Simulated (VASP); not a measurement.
Given:

```
LiBr
1.0
    0.00000     2.73740     2.73740
    2.73740     0.00000     2.73740
    2.73740     2.73740     0.00000
Li Br
1 1
Direct
  0.00000   0.00000   0.00000
  0.50000   0.50000   0.50000
```

These are AM05 GGA, VASP's PBE PAW potentials (set 64) (plane waves; VASP) values and carry that method's errors. Settings: 520 eV cut-off, 9×9×9 Γ-centred mesh, tetrahedra with Blöchl corrections, potentials Li_sv Br.

Task: What does the run give for the energy per atom (σ→0), band gap (on the k-mesh) with the smallest direct gap where there is one?

Result: 
```
Quantity                                      Value
-----------------------------------  --------------
band gap (on the k-mesh)                    4.98 eV
smallest direct gap (on the k-mesh)         4.98 eV
energy per atom (σ→0)                -3.303 eV/atom
```

Total energies compare only between runs with the same potentials, cut-off and functional.

The compound is LiBr in the rock salt structure. It was relaxed first.
